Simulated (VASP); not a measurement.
Level of theory: r2SCAN meta-GGA, VASP's PBE PAW potentials (set 64) (plane waves; VASP 6.6.1).

VASP ran on this input.

**INCAR**
```
SYSTEM = SnGeSe2
PREC = Accurate
ENCUT = 400
EDIFF = 1E-7
NELM = 100
ALGO = Normal
LREAL = .FALSE.
LASPH = .TRUE.
ISMEAR = -5
METAGGA = R2SCAN
LMIXTAU = .TRUE.
LMAXMIX = 4
LWAVE = .FALSE.
LCHARG = .FALSE.
LORBIT = 11
NEDOS = 601
ISIF = 2
LEFG = .TRUE.
```

File KPOINTS_OPT:
```
k-points along high-symmetry lines
5
Line-mode
Reciprocal
  0.000000   0.000000   0.000000 ! GAMMA
  0.500000   0.000000   0.000000 ! X

  0.500000   0.000000   0.000000 ! X
  0.500000   0.500000   0.000000 ! S

  0.500000   0.500000   0.000000 ! S
  0.000000   0.500000   0.000000 ! Y

  0.000000   0.500000   0.000000 ! Y
  0.000000   0.000000   0.000000 ! GAMMA

  0.000000   0.000000   0.000000 ! GAMMA
  0.000000   0.000000   0.500000 ! Z

  0.000000   0.000000   0.500000 ! Z
  0.500000   0.000000   0.500000 ! U

  0.500000   0.000000   0.500000 ! U
  0.500000   0.500000   0.500000 ! R

  0.500000   0.500000   0.500000 ! R
  0.000000   0.500000   0.500000 ! T

  0.000000   0.500000   0.500000 ! T
  0.000000   0.000000   0.500000 ! Z

  0.500000   0.000000   0.000000 ! X
  0.500000   0.000000   0.500000 ! U

  0.000000   0.500000   0.000000 ! Y
  0.000000   0.500000   0.500000 ! T

  0.500000   0.500000   0.000000 ! S
  0.500000   0.500000   0.500000 ! R
```

### KPOINTS
```
Automatic mesh
0
Gamma
6 6 3
0 0 0
```

File POSCAR:
```
SnGeSe2
1
    3.9645301341     0.0000000000     0.0000000000
    0.0000000000     4.6572814631     0.0000000000
    0.0000000000     0.0000000000    11.3787888017
Sn Ge Se
2 2 4
Direct
  0.5000000000   0.3650213195   0.3833469398
  0.5000000000   0.6349786805   0.8833469398
  0.0000000000   0.1244238574   0.6274989545
  0.0000000000   0.8755761426   0.1274989545
  0.0000000000   0.2360966365   0.8453664107
  0.0000000000   0.7639033635   0.3453664107
  0.5000000000   0.2325280712   0.1437876948
  0.5000000000   0.7674719288   0.6437876948
```

POTCAR, in this order: Sn_d Ge_d Se (PBE.64 set). Program: vasp_std.

The path is coarsely sampled, so an indirect gap can come out somewhat too large. Unless said otherwise, spin-orbit coupling is left out, though it shifts the bands of the heavy elements here.

**Question.** Predict the energy per atom (σ→0), band gap (over mesh and band path).

**Answer.** 
```yaml
energy per atom (σ→0): -17.128 eV/atom
band gap (over mesh and band path): 1.09 eV
```

OSZICAR:
```
...
DAV:  21    -0.137021150312E+03   -0.19342E-04   -0.12941E-05  3192   0.209E-02    0.410E-03
DAV:  22    -0.137021150845E+03   -0.53261E-06   -0.67935E-07  3136   0.484E-03    0.244E-03
DAV:  23    -0.137021150577E+03    0.26767E-06   -0.81231E-08  1944   0.180E-03    0.196E-03
DAV:  24    -0.137021151137E+03   -0.55981E-06   -0.25896E-07  2488   0.314E-03    0.392E-04
DAV:  25    -0.137021151157E+03   -0.19905E-07   -0.70504E-08  1808   0.190E-03
   1 F= -.13702115E+03 E0= -.13702115E+03  d E =0.000000E+00
       N       E                     dE             ncg
       N       E                     dE             ncg
```

The structure comes from a computed database's SnGeSe2 entry (Pmc2_1); how it stands against other phases isn't given here. It was relaxed first.
